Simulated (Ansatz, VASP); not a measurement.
# Two plane-wave programs on ZrBrF

File INCAR:

```
ALGO = Normal
EDIFF = 1E-7
EDIFFG = -0.04
ENCUT = 600
GGA = PE
IBRION = 2
ISIF = 3
ISMEAR = 0
LASPH = T
LCHARG = F
LREAL = F
LWAVE = F
NELM = 100
NSW = 90
PREC = Accurate
SIGMA = 0.1
```

Contents of KPOINTS:

```
k-points
0
Gamma
  4 4 4
```

Contents of POSCAR:

```
ZrBrF
1.0
    4.1476613900      0.0000000000      0.0000000000
    0.0000000000      4.1476613900      0.0000000000
    0.0000000000      0.0000000000      3.9324751200
Zr Br F
1 1 1
Direct
    0.0000000000      0.0000000000      0.5000000000
    0.0000000000      0.0000000000      0.0000000000
    0.5000000000      0.5000000000      0.5000000000
```

Input for Ansatz:

```yaml
crystal:
  lattice:
    - [4.14766139, 0.0, 0.0]
    - [0.0, 4.14766139, 0.0]
    - [0.0, 0.0, 3.93247512]
  atoms:
    - { symbol: Zr, position: [0.0, 0.0, 0.5] }
    - { symbol: Br, position: [0.0, 0.0, 0.0] }
    - { symbol: F, position: [0.5, 0.5, 0.5] }
basis:
  ecutwfc: 420
kpoints:
  mp_grid: { grid: [4, 4, 4] }
hamiltonian:
  xc: pbe
scf:
  occupations: { method: gaussian, width: 0.1 }
  lower_state_search: "off"
output:
  forces: true
  stress: true
  eigenvalues: true
relax:
  adjacent_minimum: "off"
  f_tol: 0.04
  max_steps: 70
  cell: { stress_tol: 0.4 }
```

Alike in both runs: task relaxation of cell and atoms; functional PBE; k mesh 4 × 4 × 4; occupations gaussian, width 0.1 eV; no spin polarisation.

|  | VASP | Ansatz |
| --- | --- | --- |
| version | VASP 6.6.1 | Ansatz 0.2.0 |
| potentials or method | VASP PAW PBE potentials, release 64 (Zr_sv, Br, F) | scalar-relativistic, plane waves, PAW |
| plane-wave cutoff (eV) | 600 | 420 |
| valence electrons in the cell | 26 | 26 |

VASP gave:

* gap on the k mesh at the Fermi level, each at its own relaxed structure (eV): none
* relaxed volume (Å³/atom): 19.69
* relaxed cell length with the largest relative difference (Å): 5.181
* energy change over the relaxation (meV/atom): -3373

Problem. What did Ansatz give for the same quantities?

Solution. gap on the k mesh at the Fermi level, each at its own relaxed structure (eV): none; relaxed volume (Å³/atom): 19.84; relaxed cell length with the largest relative difference (Å): 5.230; energy change over the relaxation (meV/atom): -3396.

A gap of «none» marks a metal or a gap that the smearing closes.

Caveats: the k mesh is coarse (spacing up to 0.40 Å⁻¹), so the values aren't converged.
